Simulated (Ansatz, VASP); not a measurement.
# Cross-check of GaCuSe2 between VASP and Ansatz, part 2 of 2

One calculation is typed for both programs; each brings its own data sets. How far apart do they land? The cell is taken from a series of runs on this material, whose earlier steps may have relaxed, scaled, displaced or heated it; both programs get it as it stands.

VASP 6.6.1 and Ansatz 0.2.0.

So far: Starting point; Ansatz: relaxation of cell and atoms, BLYP with D3(BJ).

### Step 3. VASP: relaxation of cell and atoms, BLYP with D3(BJ)

Level of this step: BLYP with D3(BJ), no spin polarisation; plane waves and PAW (Ga_d, Cu, Se) (VASP).

The same cell, functional (in two slightly different forms), mesh and smearing now go to VASP, with its own data sets.

Lines of VASP's logs that name or quote its potential files are left out, and so is its time.

Contents of INCAR:

```
SYSTEM = GaCuSe2
PREC = Accurate
ENCUT = 600
EDIFF = 1E-07
NELM = 120
ISMEAR = 0
SIGMA = 0.01
LREAL = .FALSE.
ALGO = Normal
GGA = B5
ALDAX = 1
AGGAX = 1
AGGAC = 1
ALDAC = 0
IVDW = 12
VDW_S6 = 1
VDW_S8 = 2.6996
VDW_A1 = 0.4298
VDW_A2 = 4.2359
NBANDS = 44
LASPH = .TRUE.
LORBIT = 11
LWAVE = .FALSE.
LCHARG = .FALSE.
ISIF = 3
IBRION = 2
NSW = 80
EDIFFG = -0.005
GGA_COMPAT = .FALSE.
NELMIN = 4
EFERMI = MIDGAP
KPAR = 2
```

Contents of POSCAR:

```
GaCuSe2
1.0
   -2.8095500000      2.8095500000      5.5130000000
    2.8095500000     -2.8095500000      5.5130000000
    2.8095500000      2.8095500000     -5.5130000000
Ga Cu Se
2 2 4
Direct
    0.5000000000      0.5000000000      0.0000000000
    0.2500000000      0.7500000000      0.5000000000
    0.0000000000      0.0000000000      0.0000000000
    0.7500000000      0.2500000000      0.5000000000
    0.3750000000      0.3756200281      0.5006200281
    0.6243799719      0.1250000000      0.9993799719
    0.8750000000      0.8743799719      0.4993799719
    0.1256200281      0.6250000000      0.0006200281
```

Contents of KPOINTS:

```
Automatic mesh
0
Gamma
6 6 6
0 0 0
```

The projector-augmented-wave data sets are Ga_d, Cu and Se (PBE family, release 64).

Launch:

```
mpirun -np 2 vasp_std
```

Numbers of over 12 decimals in the logs are rounded to 6 here.

The program printed:

```text
[banner, memory and clock lines left out]
running    2 mpi-ranks, on    1 nodes
 distrk:  each k-point on    1 cores,    2 groups
 distr:  one band on    1 cores,    1 groups

 POSCAR found type information on POSCAR GaCuSe
 POSCAR found :  3 types and       8 ions
|                                                                             |
|               ----> ADVICE to this user running VASP <----                  |
|                                                                             |
|     You enforced a specific xc type in the INCAR file but a different       |
|     [... a line on the potential file left out ...]
|     I HOPE YOU KNOW WHAT YOU ARE DOING!                                     |
|                                                                             |

 LDA part: xc-table for (Slater(with rela. corr.)+VWN5), standard interpolation
 POSCAR, INCAR and KPOINTS ok, starting setup
 FFT: planning ... GRIDC
 FFT: planning ... GRID_SOFT
 FFT: planning ... GRID
 WAVECAR not read
 entering main loop
       N       E                     dE             d eps       ncg     rms          rms(c)
DAV:   1     0.768004456536E+03    0.76800E+03   -0.34438E+04  2708   0.241E+03
DAV:   2     0.119211603373E+03   -0.64879E+03   -0.62972E+03  2680   0.613E+02
DAV:   3    -0.165833710246E+02   -0.13579E+03   -0.13174E+03  3244   0.230E+02
DAV:   4    -0.275998131014E+02   -0.11016E+02   -0.10868E+02  3664   0.638E+01
DAV:   5    -0.279553149486E+02   -0.35550E+00   -0.35427E+00  3816   0.120E+01    0.111E+01
DAV:   6    -0.275761962659E+02    0.37912E+00   -0.25739E+01  3800   0.824E+01    0.787E+00
DAV:   7    -0.262494276923E+02    0.13268E+01   -0.66143E+00  3660   0.616E+01    0.345E+00
DAV:   8    -0.263902793171E+02   -0.14085E+00   -0.22694E+00  4028   0.155E+01    0.247E+00
DAV:   9    -0.263232290587E+02    0.67050E-01   -0.65210E-01  3920   0.148E+01    0.490E-01
DAV:  10    -0.263219892958E+02    0.12398E-02   -0.49779E-02  3680   0.392E+00    0.107E-01
DAV:  11    -0.263225978958E+02   -0.60860E-03   -0.62625E-03  3936   0.757E-01    0.107E-01
DAV:  12    -0.263224323021E+02    0.16559E-03   -0.82095E-04  3976   0.565E-01    0.315E-02
DAV:  13    -0.263224352888E+02   -0.29867E-05   -0.20997E-04  3944   0.109E-01    0.151E-02
DAV:  14    -0.263224350460E+02    0.24278E-06   -0.11710E-05  3584   0.264E-02    0.921E-03
DAV:  15    -0.263224338909E+02    0.11551E-05   -0.55092E-06  4032   0.420E-02    0.369E-03
DAV:  16    -0.263224342309E+02   -0.34000E-06   -0.26578E-06  3924   0.116E-02    0.140E-03
DAV:  17    -0.263224341423E+02    0.88634E-07   -0.24602E-07  2136   0.695E-03
   1 F= -.32519556E+02 E0= -.32519556E+02  d E =-.325196E+02
[... from here on, the cycles between the ionic steps are left out ...]
   2 F= -.32541481E+02 E0= -.32541481E+02  d E =-.219251E-01
   4 F= -.32548674E+02 E0= -.32548674E+02  d E =-.644853E-02
   5 F= -.32548880E+02 E0= -.32548880E+02  d E =-.665520E-02
   6 F= -.32548972E+02 E0= -.32548972E+02  d E =-.674744E-02
   7 F= -.32549252E+02 E0= -.32549252E+02  d E =-.279639E-03
   8 F= -.32549402E+02 E0= -.32549402E+02  d E =-.429266E-03
   9 F= -.32549546E+02 E0= -.32549546E+02  d E =-.573811E-03
  10 F= -.32549554E+02 E0= -.32549554E+02  d E =-.581563E-03
  11 F= -.32549565E+02 E0= -.32549565E+02  d E =-.114481E-04
  12 F= -.32549581E+02 E0= -.32549581E+02  d E =-.269288E-04
 curvature:  -0.60 expect dE=-0.412E-05 dE for cont linesearch -0.666E-06
 ZBRENT: interpolating
 opt :   1.0609  next Energy=   -32.549582 (dE=-0.276E-04)
 bond charge predicted
       N       E                     dE             d eps       ncg     rms          rms(c)
DAV:   1    -0.264108544851E+02    0.77345E-03   -0.22387E-04  3208   0.220E-01    0.250E-02
DAV:   2    -0.264108480765E+02    0.64086E-05   -0.10433E-04  2912   0.208E-01    0.126E-02
DAV:   3    -0.264108442745E+02    0.38020E-05   -0.26135E-05  3184   0.111E-01    0.666E-03
DAV:   4    -0.264108435480E+02    0.72653E-06   -0.29962E-06  3712   0.130E-02    0.198E-03
DAV:   5    -0.264108435254E+02    0.22568E-07   -0.27309E-07  1804   0.973E-03
  13 F= -.32549581E+02 E0= -.32549581E+02  d E =-.265914E-04
 curvature:  -0.61 expect dE=-0.644E-05 dE for cont linesearch -0.108E-06
 trial: gam= 0.24657 g(F)=  0.462E-05 g(S)=  0.596E-05 ort =-0.359E-05 (trialstep = 0.155E+01)
 search vector abs. value=  0.132E-04
 reached required accuracy - stopping structural energy minimisation
```

Parts of OUTCAR (step 3):

```text
ion  position               nearest neighbor table
   1  0.500  0.500  0.000-   5 2.42   6 2.42   8 2.42   7 2.42
   2  0.250  0.750  0.500-   8 2.42   7 2.42   5 2.42   6 2.42
   3  0.000  0.000  0.000-   5 2.42   6 2.42   7 2.42   8 2.42
   4  0.750  0.250  0.500-   8 2.42   7 2.42   6 2.42   5 2.42
   5  0.375  0.376  0.501-   1 2.42   2 2.42   3 2.42   4 2.42
   6  0.624  0.125  0.999-   1 2.42   2 2.42   4 2.42   3 2.42
   7  0.875  0.874  0.499-   2 2.42   1 2.42   3 2.42   4 2.42
   8  0.126  0.625  0.001-   2 2.42   1 2.42   4 2.42   3 2.42

  LATTYP: Found a body centered tetragonal cell.
 ALAT       =     5.6191000000
 C/A-ratio  =     1.9622359453

 Subroutine GETGRP returns: Found  8 space group operations
 (whereof  4 operations were pure point group operations)

The static configuration has the point symmetry S_4 .
 The point group associated with its full space group is D_2d.

 Found     30 irreducible k-points:

   k-points           NKPTS =     30   k-points in BZ     NKDIM =     30   number of bands    NBANDS=     44

   dimension x,y,z NGX =    54 NGY =   54 NGZ =   54
   dimension x,y,z NGXF=   108 NGYF=  108 NGZF=  108

   ENCUT  =  600.0 eV  44.10 Ry    6.64 a.u.  13.57 13.57 13.57*2*pi/ulx,y,z

   NELECT =      72.0000    total number of electrons

 k-points in reciprocal lattice and weights: Automatic mesh
   0.00000000  0.00000000  0.00000000       0.005
   0.16666667 -0.00000000  0.00000000       0.037
   0.33333333 -0.00000000  0.00000000       0.037
   0.50000000 -0.00000000  0.00000000       0.019
   0.16666667  0.16666667  0.00000000       0.037
   0.33333333  0.16666667  0.00000000       0.074
   0.50000000  0.16666667  0.00000000       0.074
  -0.33333333  0.16666667 -0.00000000       0.074
  -0.16666667  0.16666667  0.00000000       0.019
[...]
-0.33333333 -0.33333333  0.33333333       0.009
   0.50000000  0.50000000  0.50000000       0.005

 Edisp (eV)   -6.13795

 average (electrostatic) potential at core
       1 -66.6640       2 -66.6640       3 -66.2196       4 -66.2196       5 -54.4771
       6 -54.4771       7 -54.4771       8 -54.4771

 E-fermi :   4.4308

 k-point     1 :       0.0000    0.0000    0.0000
  band No.  band energies     occupation
    ...
     32       2.6562      2.00000
     33       2.7506      2.00000
     34       4.2656      2.00000
     35       4.2656      2.00000
     36       4.3633      2.00000
     37       4.4984      0.00000
     38       6.4468      0.00000
     39       6.5366      0.00000
     40       8.3551      0.00000
     41       8.3551      0.00000
    ...

 k-point     2 :       0.1667   -0.0000    0.0000
  band No.  band energies     occupation
    ...
     32       2.7765      2.00000
     33       2.8151      2.00000
     34       3.4619      2.00000
     35       4.0209      2.00000
     36       4.2356      2.00000
     37       5.4543      0.00000
     38       6.7156      0.00000
     39       6.8905      0.00000
     40       7.9234      0.00000
     41       8.1207      0.00000
    ...

 k-point     3 :       0.3333   -0.0000    0.0000
  band No.  band energies     occupation
    ...
     32       2.8113      2.00000
     33       2.9194      2.00000
     34       3.2048      2.00000
     35       3.5081      2.00000
     36       3.9811      2.00000
     37       6.1392      0.00000
     38       6.7530      0.00000
     39       7.7042      0.00000
     40       7.9396      0.00000
     41       8.0155      0.00000
    ...

 Edisp (eV)   -6.13874

  Total       0.01612     0.01612     0.02166     0.00000    -0.00000     0.00000
  in kB       0.14716     0.14716     0.19769     0.00000    -0.00000     0.00000
  external pressure =        0.16 kB  Pullay stress =        0.00 kB

  energy-cutoff  :      600.00
  volume of cell :      175.52
      direct lattice vectors                 reciprocal lattice vectors
    -2.807867750  2.807867750  5.565766977     0.000000000  0.178071065  0.089834878
     2.807867750 -2.807867750  5.565766977     0.178071065  0.000000000  0.089834878
     2.807867750  2.807867750 -5.565766977     0.178071065  0.178071065  0.000000000

 POSITION                                       TOTAL-FORCE (eV/Angst)
 -----------------------------------------------------------------------------------
      0.00000      0.00000      5.56577         0.000000      0.000000      0.000000
      2.80787     -0.00000      2.78288         0.000000      0.000000     -0.000000
     -0.00000      0.00000      0.00000         0.000000     -0.000000     -0.000000
     -0.00000      2.80787      2.78288         0.000000      0.000000      0.000000
      1.37059      1.40393      1.39144         0.004892      0.000000      0.000000
     -1.40393      1.43728      4.17433         0.000000     -0.004892     -0.000000
      1.43728      1.40393      6.95721        -0.004892     -0.000000     -0.000000
      4.21180      1.37059     -1.39144         0.000000      0.004892      0.000000
 -----------------------------------------------------------------------------------
    total drift:                               -0.000003     -0.000003     -0.000003

  FREE ENERGIE OF THE ION-ELECTRON SYSTEM (eV)
  ---------------------------------------------------
  free  energy   TOTEN  =       -32.5495806055 eV

  energy  without entropy=      -32.5495806055  energy(sigma->0) =      -32.54958061

 reached required accuracy - stopping structural energy minimisation

 total charge
# of ion       s       p       d       tot
------------------------------------------
    1        0.888   0.705  10.019  11.612
    2        0.888   0.705  10.019  11.612
    3        0.378   0.349   9.297  10.024
    4        0.378   0.349   9.297  10.024
    5        1.459   2.402   0.048   3.909
    6        1.459   2.402   0.048   3.909
    7        1.459   2.402   0.048   3.909
    8        1.459   2.402   0.048   3.909
--------------------------------------------------
tot          8.367  11.714  38.825  58.906

[... 3 further parts left out ...]
```

CONTCAR:

```
GaCuSe2
   1.00000000000000
    -2.8078677497255606    2.8078677497255606    5.5657669765666666
     2.8078677497255606   -2.8078677497255606    5.5657669765666666
     2.8078677497255606    2.8078677497255606   -5.5657669765666666
  Ga              Cu              Se
     2     2     4
Direct
     0.5000000000000000    0.5000000000000000    0.0000000000000000
     0.2500000000000000    0.7500000000000000    0.5000000000000000
     0.0000000000000000    0.0000000000000000    0.0000000000000000
     0.7500000000000000    0.2500000000000000    0.5000000000000000
     0.3750000000000000    0.3690620379995115    0.4940620379995115
     0.6309379620004885    0.1250000000000000    0.0059379620004884
     0.8750000000000000    0.8809379620004885    0.5059379620004885
     0.1190620379995116    0.6250000000000000    0.9940620379995115
```

This run has no spin polarisation, so a moment on Cu, if there is one, isn't seen. The gap is read on the k-mesh alone, so it is an upper bound where the band edges lie off the mesh. The PAW data sets were made with PBE, which is usual practice but a small mismatch for other functionals. The run keeps the 8 symmetry operations of its start, so it cannot find a distortion of lower symmetry.

### Step 4. Differences

Known differences besides the potentials themselves: the data sets hold 128 valence electrons in Ansatz (on its default PAW (the set named soft_2) files) and 72 in VASP; the cutoff is 420 eV in Ansatz and 600 eV in VASP; Ansatz makes its cores anew for this functional, VASP keeps those of its PBE data sets; VASP's log shows a relativistic correction to its local exchange, Ansatz's none; Ansatz adds a Pulay correction to the stress that steers its cell, VASP none. Total energies have different zeros and are not compared.

Compared:

| quantity | Ansatz | VASP | difference |
| --- | --- | --- | --- |
| volume (Å³) | 174.73 | 175.52 | -0.45 % |
| edge a after relaxation, in the typed setting (Å) | 6.827 | 6.837 | -0.14 % |

### Step 5. Summary of results

| Quantity | Value |
| --- | --- |
| difference in volume (relaxation of cell and atoms, BLYP with D3(BJ)) | -0.45 % |

In words: The difference in volume is -0.45 % (relaxation of cell and atoms, BLYP with D3(BJ)), within the 1.2 % picked in this series as the mark of a large difference, as far as the stopping tolerances let one tell. The data sets hold unlike numbers of valence electrons (128 in Ansatz and 72 in VASP), so part of the differences comes from the potentials. 2 further runs of this series are not shown here. Such differences can come from data sets, numerical settings and the points named under the comparisons, not from the functional's error against experiment.

[Lines on the potential files, build, host, timing and source positions are cut from VASP's logs without a mark.]

[Logs are printed without paths, hosts, clocks, repeated set-up lines and the standing remarks that a program may print on its own settings, such as how far it seeks lower states.]

[Hosts, paths, dates, database ids (printed as entryN), source tags and the programs' standing remarks are cut or masked in the printed files.]
